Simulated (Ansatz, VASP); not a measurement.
# SbP: VASP beside Ansatz

Aim: how closely do two programs agree when they are given the same cell, functional and k mesh? The cell is generated by rule, not measured, and may not be a known phase. The cell is taken from a series of runs on this material, whose earlier steps may have relaxed, scaled, displaced or heated it; both programs get it as it stands.

Main program and level: Ansatz 0.2.0; plane waves, with VASP 6.6.1 beside it; single point at PBEsol.

The structure was built from a prototype and need not be the compound's stable phase.

### 1. Set-up

The structure is orthorhombic, space group Cmme (No. 67). Conventional cell: a = 6.815 Å, b = 13.629 Å, c = 3.407 Å, α = 90.00°, β = 90.00°, γ = 90.00°. Sb has 4 P at 2.65 Å nearest. Nearest to Sb lie 4 P at 2.65 Å. Nearest to P lie 4 Sb at 2.65 Å. Farther neighbours are not listed.

### 2. Ansatz: single point, PBEsol

Ansatz runs on its default PAW (the set named soft_2) files.

A single point gives forces, pressure and levels at one fixed geometry, so differences don't come from the geometry; what else differs is listed under the comparison.

input.yaml

```yaml
crystal:
  lattice:
    - [-3.4073349826, 0.0, 0.0]
    - [0.0, 0.0, -6.8146699652]
    - [0.0, -6.8146699652, -3.4073349826]
  atoms:
    - { symbol: Sb, position: [0.0, 0.75, 0.5] }
    - { symbol: Sb, position: [0.0, 0.25, 0.5] }
    - { symbol: Sb, position: [0.0, 0.5, 0.0] }
    - { symbol: Sb, position: [0.0, 0.0, 0.0] }
    - { symbol: P, position: [0.6760906993, 0.625, 0.25] }
    - { symbol: P, position: [0.3239093007, 0.125, 0.25] }
    - { symbol: P, position: [0.3239093007, 0.375, 0.75] }
    - { symbol: P, position: [0.6760906993, 0.875, 0.75] }
kpoints:
  mp_grid: { grid: [10, 6, 6] }
hamiltonian:
  xc: pbesol
scf:
  occupations: { method: methfessel_paxton, width: 0.15 }
output:
  forces: true
  stress: true
  eigenvalues: true
```

Run with:

```sh
$ ansatz run input.yaml --threads 4 --pin off --max-ram 7168MiB --backend cpu --events-out ev --progress --plain --runs-dir out
```

Numbers of over 12 decimals in the logs are rounded to 6 here.

Log:

```text
Engine: ansatz 0.2.0, aarch64-unknown-linux-gnu
Pseudopotentials: kind: paw
Pseudopotential: Sb, paw, valence charge 15, recommended cutoff 420 eV (normal), Sb.paw.azcp
Pseudopotential: P, paw, valence charge 5, recommended cutoff 420 eV (normal), P.paw.azcp
Functional definition: PBEsol
  exchange = pbesol_x
  correlation = pbesol_c
Crystal: 8 atoms, lattice volume = 158.236 Å³
Basis set: ecut = 420 eV, 3119 PW (Γ), exchange–correlation on 48×96×108 points (8 copies of the dense FFT grid, shifted against one another)
Bands: 48, of which v1, the nominal top of the filled ones, is band 40 counted from 1 (39 counted from 0)
Symmetry: 8 space group operations
Space group: Cmme (ITA 67), of the structure as read, at distance tolerance 5.4e-5 Å
k-points: 78 of 360
Non-local potential: Sb, projectors of the file, l = 0: 2, l = 1: 2, l = 2: 2, l = 3: 2
Non-local potential: P, projectors of the file, l = 0: 2, l = 1: 2, l = 2: 2
PAW form: soft (Blöchl's): semilocal exchange-correlation on the pseudo side does not see the compensation charge
PAW frozen core: Sb, regenerated for the run's functional, and the local potential with it (the file was generated under x = pbe(κ = 0.804, μ = 0.219515), c = pbe(β = 0.066725))
PAW frozen core: P, regenerated for the run's functional, and the local potential with it (the file was generated under x = pbe(κ = 0.804, μ = 0.219515), c = pbe(β = 0.066725))
PAW one-centre angular grid: Sb, 590 points (default); XC on 64 Gauss nodes
PAW one-centre angular grid: P, 110 points (default); XC on 64 Gauss nodes
Initial density: superposition of atomic densities (neutral atoms: chi_scale 0, normalization atom), corrected by the library's trained network
Initial wavefunctions: pseudopotential atomic-orbital guess
Functional: x = pbesol(κ = 0.804, μ = 0.123457), c = pbesol(β = 0.046)
SCF iter   1: F=—  HF=-28589.117428 eV  |F-HF|=—  |Δ(HF+E_count)|=         —  Δρ=6.06e-3  dr2=9.69e-2  ethr=1.77e-3  ⟨swp⟩=8.6  Hψ=16673  notcnv=0
preconditioner: auto → Kerker (q_TF=auto, 2.435 Å⁻¹)  [metal: Δε(μ)=0.010 eV  Ē_g=7.980 eV  σ=0.150 eV  W_gap=0.06  n_scr=32 (ndim 8)  ℏωp=18.7 eV  f_vac=0.000  D(μ)=4.88/eV (n_scr^D=32)]
SCF iter   2: F=—  HF=-28589.092198 eV  |F-HF|=—  |Δ(HF+E_count)|=   2.52e-2  S|Δr|=    0.00e0  Δρ=3.11e-3  dr2=2.16e-2  ethr=1.21e-4  ⟨swp⟩=1.8  Hψ=4608  notcnv=0
SCF iter   3: F=—  HF=-28589.086390 eV  |F-HF|=—  |Δ(HF+E_count)|=   5.81e-3  S|Δr|=    0.00e0  Δρ=5.21e-4  dr2=3.77e-4  ethr=2.70e-5  ⟨swp⟩=2.1  Hψ=5278  notcnv=0
SCF iter   4: F=—  HF=-28589.086279 eV  |F-HF|=—  |Δ(HF+E_count)|=   1.10e-4  S|Δr|=    0.00e0  Δρ=2.08e-4  dr2=6.11e-5  ethr=4.71e-7  ⟨swp⟩=3.0  Hψ=7355  notcnv=0
SCF iter   5: F=—  HF=-28589.086266 eV  |F-HF|=—  |Δ(HF+E_count)|=   1.38e-5  S|Δr|=    0.00e0  Δρ=3.83e-5  dr2=2.53e-6  ethr=7.64e-8  ⟨swp⟩=2.1  Hψ=5225  notcnv=0
SCF iter   6: F=—  HF=-28589.086265 eV  |F-HF|=—  |Δ(HF+E_count)|=   4.18e-7  S|Δr|=    0.00e0  Δρ=8.72e-6  dr2=1.47e-7  ethr=3.16e-9  ⟨swp⟩=2.2  Hψ=5583  notcnv=0
SCF iter   7: F=-28589.086265 eV  HF=-28589.086265 eV  |F-HF|=1.00e-9  |Δ(HF+E_count)|=   1.66e-8  S|Δr|=    0.00e0  Δρ=1.70e-6  dr2=4.58e-9  ethr=1.25e-10  ⟨swp⟩=10.2  Hψ=16554  notcnv=0
SCF 1 converged in 7 iterations: F = -28589.086265 eV  dr2 = 4.58e-9
  greatest PAW one-centre occupation: 0.997 electrons in one spin orbital (limit 2), on the Sb atom at site 2 (counted from 0), in its partial waves of l = 2
SCF converged after 7 iterations
Stability not checked: this state was not tested for a lower state beside it, because cold or Methfessel-Paxton smearing, or corrected tetrahedra, fill the levels in a way that the test cannot read (fill_not_monotonic; see scf.lower_state_search)
Free energy (F): -28589.086265 eV
Harris-Foulkes:  -28589.086265 eV  (|F-HF|=1.00e-9)
Internal energy: -28589.080564 eV  (E = F + TS)
E sigma→0 (E₀):  -28589.084840 eV
Entropy (-TS):   -0.005701 eV (-0.713 meV/atom)
Fermi energy:    12.003703 eV
--- Per-component energies (eV) ---
  E_band       = -454.261324
  E_kinetic    = 1119.387177
  E_local      = -6173.267866  (includes V_loc(G=0)·N_el)
  E_nonlocal   = 1595.442110
  E_hartree    = 2823.722252
  E_xc         = -799.456271
  E_vxc        = -636.545788  (∫ρ·V_xc dr)
  E_paw        = -20215.465324  (= ΣΔE_a)
  E_vpaw       = -2006.720108  (= ΣTr[D̂ρ^β])
  E_aug_tail   = 0.000006  (compensation charges beyond the density's cutoff)
  E_ewald      = -6940.954460
  E_core_change = 1.511812  (= ΣΔE_core)
  E_smearing   = -0.005701  (= −TS)
  E_closure    = -0.000000  (closes the sum)
  Σ components = -28589.086265   (vs F -28589.086265, Δ=0.00e0)
--- Forces (eV/Å), atoms counted from 1 ---
  atom   1  Sb     0.00000000    -0.00000000     0.00000000
  atom   2  Sb     0.00000000     0.00000000     0.00000000
  atom   3  Sb     0.00000000     0.00000000     0.00000000
  atom   4  Sb     0.00000000     0.00000000    -0.00000000
  atom   5  P      0.71049676    -0.46596938     0.00000000
  atom   6  P     -0.71049676    -0.46596938     0.00000000
  atom   7  P     -0.71049676     0.46596938     0.00000000
  atom   8  P      0.71049676     0.46596938     0.00000000
  max |Σ_I F_I| component: 3.33e-16 eV/Å
--- Stress (GPa, compression-positive) ---
        6.615598       0.000000       0.000000
        0.000000       9.844308       0.000000
        0.000000       0.000000       6.972027
  P = ⅓ Tr σ = 7.8106 GPa (78.106 kbar)
--- Band table (eV; the first three rows and the last of 78) ---
  k-point 0: bands = [... 36 lower, 11.3751, 11.4570, 12.2394, 12.7919, 13.0179, 13.3220, 13.4316, 13.9437, ... 4 higher]
  k-point 1: bands = [... 36 lower, 11.1972, 11.6170, 12.2195, 12.6670, 12.9419, 13.3244, 13.8613, 14.0561, ... 4 higher]
  k-point 2: bands = [... 36 lower, 11.6383, 11.9288, 12.1728, 12.3029, 12.6233, 13.7339, 13.9708, 14.7547, ... 4 higher]
  k-point 77: bands = [... 36 lower, 8.9684, 9.7835, 10.0455, 10.0769, 11.4650, 11.5377, 11.9715, 13.0043, ... 4 higher]
```

The column dr2 measures how far the density is from self-consistency, as an energy; F and HF (Harris–Foulkes) agree once it is small.

The run ends at a pressure of 7.81 GPa, with forces up to 0.85 eV/Å.

### 3. VASP: single point, PBEsol

The same cell, functional, mesh and smearing now go to VASP, with its own data sets.

Lines of VASP's logs that name or quote its potential files are left out, and so is its time.

INCAR

```
SYSTEM = SbP
PREC = Accurate
ENCUT = 500
EDIFF = 1E-06
NELM = 120
ISMEAR = 1
SIGMA = 0.15
LREAL = .FALSE.
ALGO = Normal
GGA = PS
NBANDS = 28
LORBIT = 11
LWAVE = .FALSE.
LCHARG = .FALSE.
ISIF = 2
LASPH = .TRUE.
GGA_COMPAT = .FALSE.
KPAR = 2
```

POSCAR

```
SbP
1.0
   -3.4073349826      0.0000000000      0.0000000000
    0.0000000000      0.0000000000     -6.8146699652
    0.0000000000     -6.8146699652     -3.4073349826
Sb P
4 4
Direct
    0.0000000000      0.7500000000      0.5000000000
    0.0000000000      0.2500000000      0.5000000000
    0.0000000000      0.5000000000      1.0000000000
    0.0000000000      1.0000000000      1.0000000000
    0.6760906993      0.6250000000      0.2500000000
    0.3239093007      0.1250000000      0.2500000000
    0.3239093007      0.3750000000      0.7500000000
    0.6760906993      0.8750000000      0.7500000000
```

KPOINTS

```
Automatic mesh
0
Gamma
10 6 6
0 0 0
```

PAW data sets: Sb and P (PBE family, release 64).

Run with:

```sh
$ mpirun -np 2 vasp_std
```

Log:

```text
[banner, memory and clock lines left out]
running    2 mpi-ranks, on    1 nodes
 distrk:  each k-point on    1 cores,    2 groups
 distr:  one band on    1 cores,    1 groups

 POSCAR found type information on POSCAR SbP
 POSCAR found :  2 types and       8 ions
|                                                                             |
|               ----> ADVICE to this user running VASP <----                  |
|                                                                             |
|     You enforced a specific xc type in the INCAR file but a different       |
|     [... a line on the potential file left out ...]
|     I HOPE YOU KNOW WHAT YOU ARE DOING!                                     |
|                                                                             |

 LDA part: xc-table for (Slater+PW92), standard interpolation
 POSCAR, INCAR and KPOINTS ok, starting setup
 FFT: planning ... GRIDC
 FFT: planning ... GRID_SOFT
 FFT: planning ... GRID
 WAVECAR not read
 entering main loop
       N       E                     dE             d eps       ncg     rms          rms(c)
DAV:   1     0.191774125957E+03    0.19177E+03   -0.14653E+04  4368   0.115E+03
DAV:   2    -0.222545111348E+02   -0.21403E+03   -0.20767E+03  5224   0.199E+02
DAV:   3    -0.381270554734E+02   -0.15873E+02   -0.15448E+02  5384   0.568E+01
DAV:   4    -0.384964637792E+02   -0.36941E+00   -0.36644E+00  5564   0.900E+00
DAV:   5    -0.385023761763E+02   -0.59124E-02   -0.59072E-02  5476   0.122E+00    0.949E+00
DAV:   6    -0.379085047244E+02    0.59387E+00   -0.14166E+00  5240   0.432E+00    0.567E+00
DAV:   7    -0.378861918912E+02    0.22313E-01   -0.32978E-01  5412   0.212E+00    0.170E+00
DAV:   8    -0.378761007393E+02    0.10091E-01   -0.36377E-02  5000   0.754E-01    0.561E-01
DAV:   9    -0.378755020325E+02    0.59871E-03   -0.40244E-03  5116   0.320E-01    0.112E-01
DAV:  10    -0.378755073213E+02   -0.52888E-05   -0.24199E-04  5456   0.689E-02    0.516E-02
DAV:  11    -0.378754970693E+02    0.10252E-04   -0.49555E-05  5272   0.291E-02    0.132E-02
DAV:  12    -0.378754966517E+02    0.41754E-06   -0.57626E-06  4840   0.117E-02
   1 F= -.37875497E+02 E0= -.37873599E+02  d E =-.569272E-02
```

Parts of OUTCAR (step 3):

```text
ion  position               nearest neighbor table
   1  0.000  0.750  0.500-   5 2.65   6 2.65   7 2.65   8 2.65   5 3.33   8 3.33   6 3.33   7 3.33
                             4 3.41   2 3.41   2 3.41   3 3.41
   2  0.000  0.250  0.500-   5 2.65   6 2.65   7 2.65   8 2.65   5 3.33   8 3.33   6 3.33   7 3.33
                             3 3.41   1 3.41   1 3.41   4 3.41
   3  0.000  0.500  0.000-   5 2.65   6 2.65   7 2.65   8 2.65   5 3.33   8 3.33   6 3.33   7 3.33
                             1 3.41   4 3.41   2 3.41   4 3.41
   4  0.000  0.000  0.000-   5 2.65   6 2.65   7 2.65   8 2.65   5 3.33   8 3.33   6 3.33   7 3.33
                             2 3.41   3 3.41   1 3.41   3 3.41
   5  0.676  0.625  0.250-   1 2.65   2 2.65   3 2.65   4 2.65   1 3.33   2 3.33   3 3.33   4 3.33

  LATTYP: Found a base centered orthorhombic cell.
 ALAT       =     6.8146699652
 B/A-ratio  =     2.0000000000
 C/A-ratio  =     0.5000000000

 Subroutine GETGRP returns: Found  8 space group operations
 (whereof  4 operations were pure point group operations)

The static configuration has the point symmetry C_2h.
 The point group associated with its full space group is D_2h.

 Found     78 irreducible k-points:

   k-points           NKPTS =     78   k-points in BZ     NKDIM =     78   number of bands    NBANDS=     28

   dimension x,y,z NGX =    28 NGY =   50 NGZ =   56
   dimension x,y,z NGXF=    56 NGYF=  100 NGZF=  112

   ENCUT  =  500.0 eV  36.75 Ry    6.06 a.u.   6.21 12.42 13.89*2*pi/ulx,y,z

   NELECT =      40.0000    total number of electrons

 k-points in reciprocal lattice and weights: Automatic mesh
   0.00000000  0.00000000  0.00000000       0.003
   0.10000000  0.00000000  0.00000000       0.006
   0.20000000  0.00000000  0.00000000       0.006
   0.30000000  0.00000000  0.00000000       0.006
   0.40000000  0.00000000  0.00000000       0.006
   0.50000000  0.00000000  0.00000000       0.003
   0.00000000  0.16666667  0.00000000       0.011
   0.10000000  0.16666667  0.00000000       0.022
   0.20000000  0.16666667  0.00000000       0.022
[...]
0.40000000  0.00000000  0.50000000       0.006
   0.50000000  0.00000000  0.50000000       0.003

 average (electrostatic) potential at core
       1 -83.6707       2 -83.6707       3 -83.5218       4 -83.5218       5 -79.4879
       6 -79.4879       7 -79.4879       8 -79.4879

 E-fermi :   9.3671

 k-point     1 :       0.0000    0.0000    0.0000
  band No.  band energies     occupation
    ...
     14       6.4344      2.00000
     15       8.2085      2.00000
     16       8.4987      2.00000
     17       8.7277      2.00000
     18       8.8181      2.00000
     19       9.5956     -0.05321
     20      10.1494     -0.00000
     21      10.3905     -0.00000
     22      10.6921     -0.00000
     23      10.8073     -0.00000
    ...

 k-point     2 :       0.1000    0.0000    0.0000
  band No.  band energies     occupation
    ...
     15       7.4924      2.00000
     16       7.9390      2.00000
     17       7.9492      2.00000
     18       8.7361      2.00000
     19       8.8692      2.00003
     20       9.5163     -0.04910
     21      10.2668     -0.00000
     22      11.0931     -0.00000
     23      11.1277     -0.00000
     24      11.1320     -0.00000
    ...

 k-point     3 :       0.2000    0.0000    0.0000
  band No.  band energies     occupation
    ...
     17       7.0888      2.00000
     18       7.7686      2.00000
     19       7.9857      2.00000
     20       8.3534      2.00000
     21       9.2101      2.05866
     22      10.7130     -0.00000
     23      11.0274     -0.00000
     24      11.2835     -0.00000
     25      11.7443     -0.00000
     26      12.4436      0.00000
    ...

  Total        6.6445438      9.9053354      7.0608782      0.0000000      0.0000000      0.0000000
  in kB       67.2777202    100.2940761     71.4932131      0.0000000      0.0000000      0.0000000
  external PRESSURE =      79.6883365 kB  Pullay stress =       0.0000000 kB

  energy-cutoff  :      500.00
  volume of cell :      158.24
      direct lattice vectors                 reciprocal lattice vectors
    -3.407334983  0.000000000  0.000000000    -0.293484499  0.000000000  0.000000000
     0.000000000  0.000000000 -6.814669965     0.000000000  0.073371125 -0.146742249
     0.000000000 -6.814669965 -3.407334983     0.000000000 -0.146742249  0.000000000

 POSITION                                       TOTAL-FORCE (eV/Angst)
 -----------------------------------------------------------------------------------
      0.00000     -3.40733     -6.81467         0.000000      0.000000     -0.000000
      0.00000     -3.40733     -3.40733         0.000000      0.000000      0.000000
      0.00000      0.00000     -3.40733         0.000000      0.000000     -0.000000
      0.00000      0.00000      0.00000         0.000000      0.000000      0.000000
     -2.30367     -1.70367     -5.11100         0.736245     -0.471822     -0.000000
     -1.10367     -1.70367     -1.70367        -0.736245     -0.471822     -0.000000
     -1.10367     -5.11100     -5.11100        -0.736245      0.471822      0.000000
     -2.30367     -5.11100     -8.51834         0.736245      0.471822      0.000000
 -----------------------------------------------------------------------------------
    total drift:                                0.000000      0.000000     -0.000000

  FREE ENERGIE OF THE ION-ELECTRON SYSTEM (eV)
  ---------------------------------------------------
  free  energy   TOTEN  =       -37.8754966517 eV

  energy  without entropy=      -37.8698039362  energy(sigma->0) =      -37.87359908

 total charge
# of ion       s       p       d       tot
------------------------------------------
    1        1.227   1.086   0.077   2.390
    2        1.227   1.086   0.077   2.390
    3        1.239   1.079   0.079   2.397
    4        1.239   1.079   0.079   2.397
    5        1.115   1.314   0.000   2.430
    6        1.115   1.314   0.000   2.430
    7        1.115   1.314   0.000   2.430
    8        1.115   1.314   0.000   2.430
--------------------------------------------------
tot          9.393   9.587   0.312  19.292

[... 3 further parts left out ...]
```

The run ends at a pressure of 7.97 GPa, with forces up to 0.87 eV/Å.

### 4. Differences

Known differences besides the potentials themselves: the data sets hold 80 valence electrons in Ansatz (on its default PAW (the set named soft_2) files) and 40 in VASP; the cutoff is 420 eV in Ansatz and 500 eV in VASP; Ansatz makes its cores anew for this functional, VASP keeps those of its PBE data sets. Total energies have different zeros and are not compared.

Compared:

```
      quantity  Ansatz  VASP  difference
pressure (GPa)    7.81  7.97       -0.16
```

Forces (eV/Å; atoms numbered as in POSCAR):

```
atom         Ansatz x, y, z           VASP x, y, z
 Sb1    0.000, 0.000, 0.000    0.000, 0.000, 0.000
 Sb2    0.000, 0.000, 0.000    0.000, 0.000, 0.000
 Sb3    0.000, 0.000, 0.000    0.000, 0.000, 0.000
 Sb4    0.000, 0.000, 0.000    0.000, 0.000, 0.000
  P5   0.710, -0.466, 0.000   0.736, -0.472, 0.000
  P6  -0.710, -0.466, 0.000  -0.736, -0.472, 0.000
  P7   -0.710, 0.466, 0.000   -0.736, 0.472, 0.000
  P8    0.710, 0.466, 0.000    0.736, 0.472, 0.000
```

The forces differ by 11 meV/Å r.m.s., which is 3.0 % of the r.m.s. force of 0.357 eV/Å (both taken over all components).

### 5. Results

```yaml
r_m_s_force_difference_single_point_pbesol: 3.0 % of the r.m.s. force
```

In words: The r.m.s. force difference is 3.0 % of the r.m.s. force (single point, PBEsol), at about the 3 % picked in this series as the mark of a large difference. The data sets hold unlike numbers of valence electrons (80 in Ansatz and 40 in VASP), so part of the differences comes from the potentials. Such differences can come from data sets, numerical settings and the points named under the comparisons, not from the functional's error against experiment.

[Lines on the potential files, build, host, timing and source positions are cut from VASP's logs without a mark.]

[Logs are printed without paths, hosts, clocks, repeated set-up lines and the standing remarks that a program may print on its own settings, such as how far it seeks lower states.]

[Hosts, paths, dates, database ids (printed as entryN), source tags and the programs' standing remarks are cut or masked in the printed files.]
